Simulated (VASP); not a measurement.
OSZICAR of a VASP run on TiGe2 (space group Fddd):

File OSZICAR:
```
       N       E                     dE             d eps       ncg     rms          rms(c)
DAV:   1     0.736983166543E+03    0.73698E+03   -0.28042E+04  3184   0.314E+03
DAV:   2     0.905108539102E+02   -0.64647E+03   -0.62661E+03  2600   0.739E+02
DAV:   3    -0.337551018123E+02   -0.12427E+03   -0.12103E+03  3216   0.210E+02
DAV:   4    -0.442195421635E+02   -0.10464E+02   -0.10350E+02  3592   0.606E+01
DAV:   5    -0.446951981262E+02   -0.47566E+00   -0.47528E+00  3448   0.108E+01    0.155E+01
DAV:   6    -0.421135894603E+02    0.25816E+01   -0.34949E+01  3536   0.275E+01    0.723E+00
DAV:   7    -0.411045198574E+02    0.10091E+01   -0.10104E+01  3208   0.167E+01    0.386E+00
DAV:   8    -0.409826895263E+02    0.12183E+00   -0.10655E+00  2952   0.581E+00    0.862E-01
DAV:   9    -0.409749048490E+02    0.77847E-02   -0.13568E-01  3040   0.299E+00    0.432E-01
DAV:  10    -0.409752323347E+02   -0.32749E-03   -0.87298E-03  3264   0.583E-01    0.202E-01
DAV:  11    -0.409751976115E+02    0.34723E-04   -0.10748E-03  3320   0.204E-01    0.553E-02
DAV:  12    -0.409751812862E+02    0.16325E-04   -0.16895E-04  3464   0.129E-01    0.172E-02
DAV:  13    -0.409751782513E+02    0.30349E-05   -0.21657E-05  2840   0.268E-02    0.577E-03
DAV:  14    -0.409751778170E+02    0.43428E-06   -0.30251E-06  2256   0.140E-02
   1 F= -.40975178E+02 E0= -.40923317E+02  d E =-.409752E+02
       N       E                     dE             d eps       ncg     rms          rms(c)
DAV:   1    -0.498257968319E+02   -0.88506E+01   -0.14767E+02  3240   0.122E+02    0.209E+01
DAV:   2    -0.428976813927E+02    0.69281E+01   -0.26224E+01  3464   0.482E+01    0.799E+00
DAV:   3    -0.414906971557E+02    0.14070E+01   -0.38924E+00  3536   0.164E+01    0.489E+00
DAV:   4    -0.409795748529E+02    0.51112E+00   -0.16573E+00  3536   0.782E+00    0.208E+00
DAV:   5    -0.409692866882E+02    0.10288E-01   -0.30548E-01  3576   0.336E+00    0.138E+00
DAV:   6    -0.409734123830E+02   -0.41257E-02   -0.26586E-02  3464   0.754E-01    0.449E-01
DAV:   7    -0.409699724223E+02    0.34400E-02   -0.19235E-02  3344   0.953E-01    0.814E-02
DAV:   8    -0.409700958741E+02   -0.12345E-03   -0.64893E-04  3376   0.169E-01    0.517E-02
DAV:   9    -0.409700730468E+02    0.22827E-04   -0.10568E-04  3176   0.782E-02    0.578E-03
DAV:  10    -0.409700739407E+02   -0.89394E-06   -0.16118E-05  3008   0.221E-02    0.270E-03
DAV:  11    -0.409700739005E+02    0.40254E-07   -0.12316E-06  2008   0.823E-03
   2 F= -.40970074E+02 E0= -.40922723E+02  d E =0.510392E-02
       N       E                     dE             d eps       ncg     rms          rms(c)
DAV:   1    -0.433150233842E+02   -0.23449E+01   -0.40947E+01  3136   0.762E+01    0.107E+01
DAV:   2    -0.418285672548E+02    0.14865E+01   -0.10296E+01  3448   0.229E+01    0.438E+00
DAV:   3    -0.412650658806E+02    0.56350E+00   -0.17892E+00  3192   0.944E+00    0.292E+00
DAV:   4    -0.410720010925E+02    0.19306E+00   -0.54920E-01  3400   0.575E+00    0.786E-01
DAV:   5    -0.410720750280E+02   -0.73936E-04   -0.10334E-01  3424   0.229E+00    0.730E-01
DAV:   6    -0.410750209536E+02   -0.29459E-02   -0.24584E-02  3424   0.105E+00    0.309E-01
DAV:   7    -0.410717413796E+02    0.32796E-02   -0.10895E-02  3344   0.993E-01    0.123E-01
DAV:   8    -0.410717719768E+02   -0.30597E-04   -0.92860E-04  3352   0.192E-01    0.447E-02
DAV:   9    -0.410717585087E+02    0.13468E-04   -0.12108E-04  3840   0.595E-02    0.494E-02
DAV:  10    -0.410717512773E+02    0.72313E-05   -0.17505E-05  2680   0.254E-02    0.172E-02
DAV:  11    -0.410717524730E+02   -0.11957E-05   -0.62354E-06  2744   0.149E-02    0.444E-03
DAV:  12    -0.410717525266E+02   -0.53540E-07   -0.43622E-07  1592   0.450E-03
   3 F= -.41071753E+02 E0= -.41022287E+02  d E =-.965747E-01
       N       E                     dE             d eps       ncg     rms          rms(c)
DAV:   1    -0.410726246521E+02   -0.87218E-03   -0.15503E-02  3144   0.139E+00    0.208E-01
DAV:   2    -0.410720027248E+02    0.62193E-03   -0.34779E-03  3456   0.447E-01    0.838E-02
DAV:   3    -0.410718203322E+02    0.18239E-03   -0.61769E-04  3464   0.176E-01    0.580E-02
DAV:   4    -0.410717466923E+02    0.73640E-04   -0.21093E-04  3320   0.106E-01    0.168E-02
DAV:   5    -0.410717476375E+02   -0.94524E-06   -0.39044E-05  3632   0.406E-02    0.145E-02
DAV:   6    -0.410717475614E+02    0.76123E-07   -0.45279E-06  2656   0.144E-02
   4 F= -.41071748E+02 E0= -.41022327E+02  d E =-.965697E-01
       N       E                     dE             d eps       ncg     rms          rms(c)
DAV:   1    -0.411250435267E+02   -0.53296E-01   -0.11952E+00  2704   0.829E+00    0.140E+00
DAV:   2    -0.410923800773E+02    0.32663E-01   -0.10506E-01  2792   0.393E+00    0.798E-01
DAV:   3    -0.410758198987E+02    0.16560E-01   -0.24364E-02  3384   0.179E+00    0.208E-01
DAV:   4    -0.410759089529E+02   -0.89054E-04   -0.11481E-02  3136   0.818E-01    0.941E-02
DAV:   5    -0.410757928202E+02    0.11613E-03   -0.11741E-03  3272   0.362E-01    0.498E-02
DAV:   6    -0.410757790213E+02    0.13799E-04   -0.64579E-05  4400   0.139E-01    0.147E-02
DAV:   7    -0.410757772091E+02    0.18122E-05   -0.14191E-05  3080   0.338E-02    0.469E-03
DAV:   8    -0.410757770892E+02    0.11997E-06   -0.79464E-07  1720   0.695E-03
   5 F= -.41075777E+02 E0= -.41026895E+02  d E =-.402953E-02
       N       E                     dE             d eps       ncg     rms          rms(c)
DAV:   1    -0.410759724649E+02   -0.19526E-03   -0.40736E-03  2688   0.486E-01    0.821E-02
DAV:   2    -0.410758604365E+02    0.11203E-03   -0.36278E-04  2864   0.256E-01    0.467E-02
DAV:   3    -0.410758044861E+02    0.55950E-04   -0.85329E-05  3360   0.109E-01    0.134E-02
DAV:   4    -0.410758043339E+02    0.15218E-06   -0.45699E-05  3160   0.512E-02    0.576E-03
DAV:   5    -0.410758038558E+02    0.47817E-06   -0.51422E-06  2832   0.246E-02
   6 F= -.41075804E+02 E0= -.41026884E+02  d E =-.405629E-02
       N       E                     dE             d eps       ncg     rms          rms(c)
DAV:   1    -0.410758218902E+02   -0.17556E-04   -0.42560E-04  2736   0.159E-01    0.265E-02
DAV:   2    -0.410758103091E+02    0.11581E-04   -0.41091E-05  2856   0.869E-02    0.152E-02
DAV:   3    -0.410758042290E+02    0.60801E-05   -0.87341E-06  2688   0.351E-02    0.435E-03
DAV:   4    -0.410758042641E+02   -0.35143E-07   -0.50305E-06  2920   0.170E-02
   7 F= -.41075804E+02 E0= -.41026897E+02  d E =-.405670E-02
       N       E                     dE             d eps       ncg     rms          rms(c)
DAV:   1    -0.410837995556E+02   -0.79953E-02   -0.14577E-01  3424   0.422E+00    0.643E-01
DAV:   2    -0.410780030627E+02    0.57965E-02   -0.31435E-02  3400   0.142E+00    0.254E-01
DAV:   3    -0.410763804961E+02    0.16226E-02   -0.60110E-03  3400   0.559E-01    0.171E-01
DAV:   4    -0.410757225487E+02    0.65795E-03   -0.18898E-03  3424   0.313E-01    0.533E-02
DAV:   5    -0.410757245819E+02   -0.20332E-05   -0.43690E-04  3576   0.149E-01    0.380E-02
DAV:   6    -0.410757282625E+02   -0.36806E-05   -0.33449E-05  3400   0.488E-02    0.907E-03
DAV:   7    -0.410757275737E+02    0.68879E-06   -0.68614E-06  3272   0.281E-02
   8 F= -.41075728E+02 E0= -.41026629E+02  d E =0.766904E-04
       N       E                     dE             d eps       ncg     rms          rms(c)
DAV:   1    -0.410785526179E+02   -0.28244E-02   -0.48514E-02  3400   0.242E+00    0.371E-01
DAV:   2    -0.410766053049E+02    0.19473E-02   -0.10302E-02  3400   0.819E-01    0.146E-01
DAV:   3    -0.410760745275E+02    0.53078E-03   -0.19589E-03  3408   0.321E-01    0.984E-02
DAV:   4    -0.410758590592E+02    0.21547E-03   -0.63194E-04  3384   0.180E-01    0.310E-02
DAV:   5    -0.410758608143E+02   -0.17552E-05   -0.14406E-04  3552   0.850E-02    0.221E-02
DAV:   6    -0.410758614417E+02   -0.62737E-06   -0.10688E-05  3376   0.274E-02    0.499E-03
DAV:   7    -0.410758607430E+02    0.69872E-06   -0.19390E-06  1960   0.166E-02
   9 F= -.41075861E+02 E0= -.41026873E+02  d E =-.564788E-04
```

Problem. Which electronic solver shows in the log?

Solution. It is blocked Davidson (ALGO = Normal, or the opening steps of other solvers). The INCAR had ALGO = Normal.

Problem. Can the final energy be trusted as converged?

Solution. The run converged. It stopped with EDIFF = 1E-6, NELM = 100, NSW = 50 and EDIFFG = -0.01 after 9 ionic steps (LDA (Ceperley-Alder, Perdew-Zunger), plane waves, VASP's LDA PAW potentials (set 64)). At this cut-off the stress carries a Pulay error, which pulls relaxed volumes low. Energy and stress use the plane-wave basis of the starting cell.

The structure comes from a computed database's TiGe2 entry (Fddd); how it stands against other phases isn't given here. This run relaxes it. Symmetry was kept, so distortions that lower it aren't found. The k-mesh is coarse (spacing up to 0.33 per Å, 2π included), so the numbers may not be converged in it. The run is one of a series of settings (EDIFFG = -0.01, IBRION = 2, ISIF = 3, NSW = 50 against the base run), some of them coarse on purpose.
